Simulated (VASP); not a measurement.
# What goes wrong when Bi2Te3 (Tellurobismuthite) is relaxed with a bad input, part 2 of 2

Some relaxations of Bi2Te3 (Tellurobismuthite) get a fault in the input on purpose. Which of them show, and how? The starting structure is a measured crystal structure from the Crystallography Open Database. The first relaxation on each setting starts from this cell expanded by 3 % in volume.

VASP 6.6.1.

Results so far: reference 33.55 Å³ an atom; a smearing far too wide 34.78 Å³ an atom.

**5. Relaxation with only the volume free (ISIF = 7)**

Level of this step: PBEsol; plane waves and PAW (Bi_d, Te) (VASP).

A slip made on purpose: only the volume free (ISIF = 7). Against step 2 the input has ISIF = 7 (also changed: NELM).

INCAR reads:

```
SYSTEM = Bi2Te3
PREC = Accurate
ENCUT = 450
EDIFF = 1E-06
NELM = 60
ISMEAR = 0
SIGMA = 0.03
LREAL = .FALSE.
ALGO = Normal
GGA = PS
NBANDS = 30
LORBIT = 11
LWAVE = .FALSE.
LCHARG = .FALSE.
KPAR = 16
IBRION = 2
NSW = 50
ISIF = 7
EDIFFG = -0.006
```

POSCAR reads:

```
Bi2Te3
1.0
   -4.4294285669      0.0000000000      0.0000000000
    2.2147142835     -3.8359976632      0.0000000000
    2.2147142835      1.2786658877     10.2663233779
Bi Te
2 3
Direct
    0.2000000000      0.6000000000      0.8000000000
    0.8000000000      0.4000000000      0.2000000000
    0.5810000000      0.7905000000      0.3715000000
    0.4190000000      0.2095000000      0.6285000000
    0.0000000000      0.0000000000      0.0000000000
```

KPOINTS reads:

```
Automatic mesh
0
Gamma
6 6 6
0 0 0
```

The projector-augmented-wave data sets are Bi_d and Te (PBE family, release 64).

Command:

```console
> mpirun -np 16 vasp_std
```

What it wrote:

```text
[... set-up lines as in an earlier step ...]
 entering main loop
       N       E                     dE             d eps       ncg     rms          rms(c)
[... 13 cycles as in an earlier step ...]
   1 F= -.20251114E+02 E0= -.20251114E+02  d E =-.202511E+02
[... from here on, the cycles between the ionic steps are left out ...]
   2 F= -.20280677E+02 E0= -.20280677E+02  d E =-.295628E-01
   5 F= -.20294913E+02 E0= -.20294913E+02  d E =-.278153E-05
   9 F= -.20294910E+02 E0= -.20294910E+02  d E =-.248921E-06
  13 F= -.20294928E+02 E0= -.20294928E+02  d E =-.175903E-04
  17 F= -.20294927E+02 E0= -.20294927E+02  d E =0.287772E-06
  21 F= -.20294928E+02 E0= -.20294928E+02  d E =-.904065E-07
  25 F= -.20294928E+02 E0= -.20294928E+02  d E =0.603459E-07
  29 F= -.20294927E+02 E0= -.20294927E+02  d E =0.639389E-06
  33 F= -.20294927E+02 E0= -.20294927E+02  d E =-.618265E-07
  37 F= -.20294927E+02 E0= -.20294927E+02  d E =-.143857E-06
  41 F= -.20294927E+02 E0= -.20294927E+02  d E =-.239459E-06
  45 F= -.20294927E+02 E0= -.20294927E+02  d E =-.207720E-06
  49 F= -.20294927E+02 E0= -.20294927E+02  d E =0.945962E-06
  50 F= -.20294927E+02 E0= -.20294927E+02  d E =0.586740E-06
[...]
opt :   0.4132  next Energy=   -20.294928 (dE=-0.304E-06)
```

Wall time 6.4 min (16 MPI ranks of AMD EPYC 7R43, shared host); peak memory 6.6 GiB.

From OUTCAR (step 5):

```text
  Total        0.0750184      0.0750184     -0.1795968     -0.0000000      0.0000000     -0.0000000
  in kB        0.7172669      0.7172669     -1.7171638     -0.0000000      0.0000000     -0.0000000
  external PRESSURE =      -0.0942100 kB  Pullay stress =       0.0000000 kB

 POSITION                                       TOTAL-FORCE (eV/Angst)
 -----------------------------------------------------------------------------------
      2.18526     -1.26166      8.10383         0.000000     -0.000000      0.004102
     -2.18526     -1.26166      2.02596        -0.000000      0.000000     -0.004102
      0.00000     -2.52332      3.76322        -0.000000      0.000000     -0.025640
      0.00000     -0.00000      6.36657         0.000000     -0.000000      0.025640
      0.00000      0.00000      0.00000         0.000000     -0.000000      0.000000
 -----------------------------------------------------------------------------------
    total drift:                                0.000000      0.000000     -0.000000

  FREE ENERGIE OF THE ION-ELECTRON SYSTEM (eV)
  ---------------------------------------------------
  free  energy   TOTEN  =       -20.2949269177 eV

  energy  without entropy=      -20.2949269175  energy(sigma->0) =      -20.29492692

[... 1 part as in an earlier step ...]

[... 2 further parts left out ...]
[key lines of the parts left out:]
E-fermi :   6.3202
```

With only the volume free, forces and the rest of the stress can never meet EDIFFG, so the run used up its 50 ionic steps.

**6. Relaxation with low precision and a small cutoff**

A slip made on purpose: low precision and a small cutoff. Against step 2 the input has PREC = Low and ENCUT = 190 (also changed: NELM).

INCAR, as its differences from that of step 5:

```diff
@@ -1,4 +1,4 @@
 SYSTEM = Bi2Te3
-PREC = Accurate
-ENCUT = 450
+PREC = Low
+ENCUT = 190
 EDIFF = 1E-06
@@ -17,3 +17,3 @@
 NSW = 50
-ISIF = 7
+ISIF = 3
 EDIFFG = -0.006
```

POSCAR is that of step 5.

KPOINTS is that of step 5.

Command:

```console
> mpirun -np 16 vasp_std
```

What it wrote:

```text
[... set-up lines as in an earlier step ...]
 entering main loop
       N       E                     dE             d eps       ncg     rms          rms(c)
DAV:   1     0.227271501840E+03    0.22727E+03   -0.13924E+04  2424   0.686E+02
DAV:   2    -0.558821051571E+01   -0.23286E+03   -0.22497E+03  2340   0.235E+02
DAV:   3    -0.196516377444E+02   -0.14063E+02   -0.13855E+02  2292   0.628E+01
DAV:   4    -0.199632933630E+02   -0.31166E+00   -0.31095E+00  2170   0.914E+00
[...]
DAV:  12    -0.196516832124E+02    0.43353E-05   -0.91259E-06  1896   0.141E-02    0.186E-02
DAV:  13    -0.196516783835E+02    0.48289E-05   -0.19111E-06  1608   0.665E-03    0.902E-03
DAV:  14    -0.196516784260E+02   -0.42513E-07   -0.31986E-07  1092   0.404E-03
   1 F= -.19651678E+02 E0= -.19651678E+02  d E =-.196517E+02
[... from here on, the cycles between the ionic steps are left out ...]
   2 F= -.51037283E+01 E0= -.51031138E+01  d E =0.145480E+02
   3 F= -.20941881E+02 E0= -.20941881E+02  d E =-.129020E+01
   5 F= -.20948477E+02 E0= -.20948477E+02  d E =-.129680E+01
   7 F= -.20995657E+02 E0= -.20995657E+02  d E =-.471799E-01
   9 F= -.21017558E+02 E0= -.21017557E+02  d E =-.219004E-01
  11 F= -.21018025E+02 E0= -.21018025E+02  d E =0.399939E-03
  13 F= -.21021095E+02 E0= -.21021095E+02  d E =-.557542E-03
  15 F= -.21021236E+02 E0= -.21021236E+02  d E =-.698288E-03
  17 F= -.21021238E+02 E0= -.21021238E+02  d E =-.184880E-05
  19 F= -.21021241E+02 E0= -.21021241E+02  d E =-.525393E-05
  21 F= -.21021242E+02 E0= -.21021242E+02  d E =-.563371E-05
  23 F= -.21021242E+02 E0= -.21021242E+02  d E =-.576029E-05
  24 F= -.21021242E+02 E0= -.21021242E+02  d E =-.557937E-05
  25 F= -.21021248E+02 E0= -.21021248E+02  d E =-.629190E-05
 trial-energy change:   -0.000006  1 .order   -0.000005   -0.000007   -0.000003
 step:   1.2952(harm=  1.2952)  dis= 0.00073  next Energy=   -21.021248 (dE=-0.649E-05)
 reached required accuracy - stopping structural energy minimisation
```

Elapsed: 40 s, on 16 MPI ranks; peak memory 2.2 GiB; 10 min of CPU time.

OUTCAR, selected parts (step 6):

```text
  Total       -0.0051761     -0.0051761     -0.0140578      0.0000000      0.0000000     -0.0000000
  in kB       -0.0552046     -0.0552046     -0.1499302      0.0000000      0.0000000     -0.0000000
  external PRESSURE =      -0.0867798 kB  Pullay stress =       0.0000000 kB

 POSITION                                       TOTAL-FORCE (eV/Angst)
 -----------------------------------------------------------------------------------
      2.10970     -1.21804      7.76159         0.000000     -0.000000      0.002367
     -2.10970     -1.21804      1.98169        -0.000000      0.000000     -0.002367
      0.00000     -2.43608      3.73798        -0.000000      0.000000     -0.003711
      0.00000     -0.00000      6.00530         0.000000     -0.000000      0.003711
     -0.00000     -0.00000      0.00000        -0.000000      0.000000     -0.000000
 -----------------------------------------------------------------------------------
    total drift:                               -0.000000      0.000000     -0.000000

  FREE ENERGIE OF THE ION-ELECTRON SYSTEM (eV)
  ---------------------------------------------------
  free  energy   TOTEN  =       -21.0212480508 eV

  energy  without entropy=      -21.0212480421  energy(sigma->0) =      -21.02124805

[... 2 parts as in an earlier step ...]

[... 2 further parts left out ...]
[key lines of the parts left out:]
E-fermi :   7.9313
```

With low precision and a small cutoff the cell ends at 30.045 Å³ an atom, -10.46 % from the reference.

**7. Comparison**

| run | ended | volume (Å³/atom) | change (%) | pressure left (GPa) | core minutes |
| --- | --- | --- | --- | --- | --- |
| reference | converged | 33.554 | - | 0.0 | 58.7 |
| too few ionic steps | not converged | - | - | - | 10.4 |
| a smearing far too wide | converged | 34.782 | 3.66 | -0.01 | 83.0 |
| only the volume free (ISIF = 7) | not converged | - | - | - | 103.0 |
| low precision and a small cutoff | converged | 30.045 | -10.46 | -0.01 | 10.7 |

Core minutes are wall time times ranks, summed over the relaxations behind a row (those for a bulk modulus apart), on shared hosts.

**8. What came out**

| Item | Value |
| --- | --- |
| volume of the reference | 33.55 Å³/atom |
| volume against the reference, a smearing far too wide | +3.66 % |
| volume against the reference, low precision and a small cutoff | -10.46 % |
| run with too few ionic steps | not converged |
| run with only the volume free (ISIF = 7) | not converged |

**Reading.** The runs with too few ionic steps and only the volume free (ISIF = 7) didn't converge. Finished, but with signs in the output that stand out against the reference: a smearing far too wide, with the volume changed by +3.7 %, a by +4.4 % and c by -4.8 % (signs: a warning that the highest band is occupied, 0.7 GPa at the first ionic step (of the first relaxations, not shown; reference: -2.0 GPa) and a large entropy term in the energy); low precision and a small cutoff, with the volume changed by -10.5 % (signs: -18.3 GPa at the first ionic step (of the first relaxations, not shown; reference: -2.0 GPa) and an energy that rises by up to 2.9 eV an atom on the way). The reference was restarted once and the runs with a slip weren't, so their cells may not have settled fully. Further runs on this material are not shown.

[Lines on the potential files, build, host, timing and source positions are cut from VASP's logs without a mark.]

[Logs are printed without paths, hosts, clocks, repeated set-up lines and the standing remarks that a program may print on its own settings, such as how far it seeks lower states.]

[Hosts, paths, dates, database ids (printed as entryN), source tags and the programs' standing remarks are cut or masked in the printed files.]
